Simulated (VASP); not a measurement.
Input of a VASP 6.6.1 run:

INCAR

```
PREC = Accurate
ENCUT = 520
EDIFF = 1E-7
ISMEAR = 0
SIGMA = 0.02
LREAL = False
LASPH = True
NELM = 80
ALGO = Normal
ISIF = 2
LWAVE = False
LCHARG = False
GGA = PE
LOPTICS = True
NBANDS = 66
NEDOS = 2000
CSHIFT = 0.1
```

KPOINTS

```
Automatic mesh
0
Gamma
  18 18 10
```

POSCAR

```
ZnO                                     
1.0
    3.2872343613      0.0000000000      0.0000000000
   -1.6436171806      2.8468284622      0.0000000000
    0.0000000000      0.0000000000      5.3047649436
  Zn              O             
     2     2
Direct
     0.3333333300000021    0.6666666699999979    0.4999313128378300
     0.6666666699999979    0.3333333300000021    0.9999313128378300
     0.6666666699999979    0.3333333300000021    0.3790786871621710
     0.3333333300000021    0.6666666699999979    0.8790786871621710
```

Potentials or basis: VASP PAW PBE potentials, release 64 (Zn, O).

Run with:

```bash
$ cat potpaw_PBE.64/Zn/POTCAR potpaw_PBE.64/O/POTCAR > POTCAR
$ mpirun -np 1 vasp_std > vasp.out
```

Estimate the pressure.

0.0 GPa.

Estimate the band gap on the k mesh.

0.72 eV, direct.

Dielectric function (mean over the directions given):
```tsv
energy (eV)	real part	imaginary part
0.26	5.42	0.06
0.88	5.69	0.74
1.59	5.07	1.55
2.29	4.15	1.96
2.91	3.97	1.75
3.61	4.02	1.52
4.32	4.21	1.60
4.94	4.12	1.59
5.64	3.85	1.94
6.35	3.92	2.70
6.96	2.94	2.80
7.67	2.70	2.44
8.37	3.25	2.32
8.99	3.50	2.89
9.69	3.37	3.79
10.40	1.86	4.53
11.10	1.18	3.36
11.72	1.42	3.91
12.43	0.25	3.86
13.13	0.11	3.40
13.75	-0.75	3.09
14.45	-0.99	1.88
15.16	-0.53	1.26
15.78	-0.30	1.24
16.48	-0.20	1.03
17.19	0.06	0.92
17.80	0.04	0.89
18.51	-0.06	0.70
19.21	0.18	0.49
19.92	0.31	0.45
```

Caveat: independent-particle spectra lack excitons.

**Experimental background.**

“Electronic structure of alkaline earth and post-transition metal oxides”, 2009, arxiv:0908.1581 quotes, for a bulk crystal of ZnO: band gap 3.37 eV.

Measured gap of ZnO: 3.37 eV (quoted in “Electronic structure of alkaline earth and post-transition metal oxides”, 2009, arxiv:0908.1581). This calculation gives 0.72 eV (-2.65 eV). So large a miss can be the level of theory's own, or it may mean another phase, state or a wrong row. The value is that of PBE on a finite k mesh, which can miss the band edges, without temperature or zero-point motion. Semilocal functionals fall short of measured gaps as a rule.
